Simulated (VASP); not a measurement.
Data:

```
CELL_PARAMETERS angstrom
      4.76341     0.00000     0.00000
      0.00000     4.86716     0.00000
      0.00000     0.00000     7.45799
ATOMIC_POSITIONS crystal
  Te 0.73169 0.51803 0.37661
  Te 0.76831 0.48197 0.87661
  Te 0.23169 0.98197 0.62339
  Te 0.26831 0.01803 0.12339
  O  0.51213 0.13414 0.93340
  O  0.98787 0.86586 0.43340
  O  0.01213 0.36586 0.06660
  O  0.48787 0.63414 0.56660
  O  0.39850 0.23862 0.31993
  O  0.10150 0.76138 0.81993
  O  0.89850 0.26138 0.68007
  O  0.60150 0.73862 0.18007
```

Calculation: PBEsol GGA, VASP's PBE PAW potentials (set 64) (plane waves; VASP). Numerical set-up: 520 eV cut-off, Gaussian smearing of 0.050 eV, potentials Te O.

Unless said otherwise, spin-orbit coupling is left out, though it shifts the bands of the heavy elements here.

Problem. Predict the band gap (along the path) with the smallest direct gap where there is one.

Solution. 
band gap (along the path): 3.16 eV
smallest direct gap (along the path): 3.17 eV

Only differences to runs with the same potentials and settings are physical.

The structure comes from a computed database's TeO2 entry (P2_12_12_1); how it stands against other phases isn't given here. It was relaxed first.
